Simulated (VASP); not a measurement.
Output of a VASP run:

File OSZICAR:
```
       N       E                     dE             d eps       ncg     rms          rms(c)
DAV:   1     0.119004307466E+03    0.11900E+03   -0.10767E+04  4890   0.141E+03
DAV:   2    -0.236526067766E+02   -0.14266E+03   -0.14096E+03  5751   0.349E+02
DAV:   3    -0.274076201748E+02   -0.37550E+01   -0.36733E+01  6339   0.496E+01
DAV:   4    -0.274344273954E+02   -0.26807E-01   -0.26801E-01  5779   0.483E+00
DAV:   5    -0.274347374433E+02   -0.31005E-03   -0.31004E-03  6451   0.522E-01    0.281E+01
DAV:   6    -0.266892089836E+02    0.74553E+00   -0.37722E+00  5828   0.150E+01    0.103E+01
DAV:   7    -0.265945970242E+02    0.94612E-01   -0.18715E-01  5373   0.282E+00    0.461E+00
DAV:   8    -0.265727386625E+02    0.21858E-01   -0.33203E-02  6444   0.157E+00    0.285E-01
DAV:   9    -0.265723361872E+02    0.40248E-03   -0.85695E-04  5737   0.255E-01    0.162E-01
DAV:  10    -0.265722314027E+02    0.10478E-03   -0.21534E-04  6059   0.157E-01    0.307E-02
DAV:  11    -0.265722267546E+02    0.46481E-05   -0.19826E-05  6248   0.405E-02    0.131E-02
DAV:  12    -0.265722265210E+02    0.23353E-06   -0.10146E-06  5863   0.742E-03    0.265E-03
DAV:  13    -0.265722261641E+02    0.35693E-06   -0.16769E-07  4567   0.412E-03    0.487E-04
DAV:  14    -0.265722261375E+02    0.26575E-07   -0.13813E-08  3082   0.113E-03
   1 F= -.26572226E+02 E0= -.26572176E+02  d E =-.149578E-03
```

### OUTCAR
```
------------------------ aborting loop because EDIFF is reached ----------------------------------------
  FORCE on cell =-STRESS in cart. coord.  units (eV):
  Direction    XX          YY          ZZ          XY          YZ          ZX
  --------------------------------------------------------------------------------------
  Total        0.8191197      0.8191197      4.6140470      0.0000000      0.0000000      0.0000000
  in kB       33.7012892     33.7012892    189.8371331      0.0000000      0.0000000      0.0000000
  external PRESSURE =      85.7465705 kB  Pullay stress =       0.0000000 kB
  volume of cell :       38.94
      direct lattice vectors                 reciprocal lattice vectors
    -1.601757983  1.601757983  3.794526945     0.000000000  0.312157021  0.131768731
     1.601757983 -1.601757983  3.794526945     0.312157021  0.000000000  0.131768731
     1.601757983  1.601757983 -3.794526945     0.312157021  0.312157021  0.000000000
 POSITION                                       TOTAL-FORCE (eV/Angst)
 -----------------------------------------------------------------------------------
      0.00000      0.00000      5.05087         0.000000      0.000000      0.079542
      0.00000      0.00000      2.53818        -0.000000     -0.000000     -0.079542
      0.00000      0.00000      0.00000         0.000000      0.000000     -0.000000
 -----------------------------------------------------------------------------------
    total drift:                                0.000000     -0.000000     -0.000000
  FREE ENERGIE OF THE ION-ELECTRON SYSTEM (eV)
  ---------------------------------------------------
  free  energy   TOTEN  =       -26.5722261375 eV

  energy  without entropy=      -26.5720765593  energy(sigma->0) =      -26.57217628
```
(Selected blocks of OUTCAR.)

File POSCAR:
```
WSi2
1
   -1.6017579832     1.6017579832     3.7945269452
    1.6017579832    -1.6017579832     3.7945269452
    1.6017579832     1.6017579832    -3.7945269452
Si W
2 1
Direct
  0.6655472604   0.6655472604   0.0000000000
  0.3344527396   0.3344527396   0.0000000000
  0.0000000000   0.0000000000   0.0000000000
```

Write an INCAR and KPOINTS that could have produced this output.

Several could match; the one computed here: the input of the run itself, PBEsol GGA, plane waves, VASP's PBE PAW potentials (set 64).

**INCAR**
```
SYSTEM = WSi2
PREC = Accurate; ENCUT = 480; LREAL = F
LASPH = T
EDIFF = 1E-7; NELM = 100; ALGO = Normal
LMAXMIX = 6
ISMEAR = 1; SIGMA = 0.1
GGA = PS
ISIF = 2
LWAVE = F; LCHARG = F
```

KPOINTS:
```
Automatic
0
gamma
 12 12 12
```

POTCAR, in this order: Si W_sv (PBE.64 set). Program: vasp_std.

The compound is WSi2 in the MoSi2 type structure. This cell was strained or had an atom moved on purpose.
